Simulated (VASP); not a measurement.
```xyz
2
Lattice="1.1450 -1.9832 0.0000 1.1450 1.9832 0.0000 0.0000 0.0000 3.5800" Properties=species:S:1:pos:R:3 pbc="T T T"
Be     1.1450     0.6611     0.8950
Be     1.1450    -0.6611     2.6850
```

The numbers are results of PBE GGA, VASP's PBE PAW potentials (set 64) (plane waves; VASP 6.6.1), not measurements. Numerical set-up: 300 eV cut-off, 16×16×9 Γ-centred mesh, Fermi-Dirac smearing of 0.10 eV, potentials Be.

At this cut-off the stress carries a Pulay error, which pulls relaxed volumes low.

Give the stress tensor in GPa (positive for a compressed cell).

```
-3.37   0.00   0.00
 0.00  -3.37   0.00
 0.00   0.00  -2.17
```
The pressure is its mean diagonal, -2.97 GPa.

The structure is a typed Be crystal (P6_3/mmc). The cell was not relaxed at this level.
